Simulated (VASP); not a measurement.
## BiB (wurtzite): gaps by functional in VASP

```
CELL_PARAMETERS angstrom
3.86558 0.00000 0.00000
-1.93279 3.34769 0.00000
0.00000 0.00000 6.37545
ATOMIC_POSITIONS crystal
B 0.33333 0.66667 0.00024
B 0.66667 0.33333 0.50024
Bi 0.33333 0.66667 0.37476
Bi 0.66667 0.33333 0.87476
```

All runs share this cell. Band v is the last that the valence electrons fill when counted band by band, and c is the next. A negative gap between them is a band overlap, as in a metal.

**Question.** Rank these levels of theory by the band gap that they give, smallest first.
A. LDA
B. PBEsol
C. PBE

**Answer.** B (0.05 eV), C (0.08 eV), A (0.11 eV).
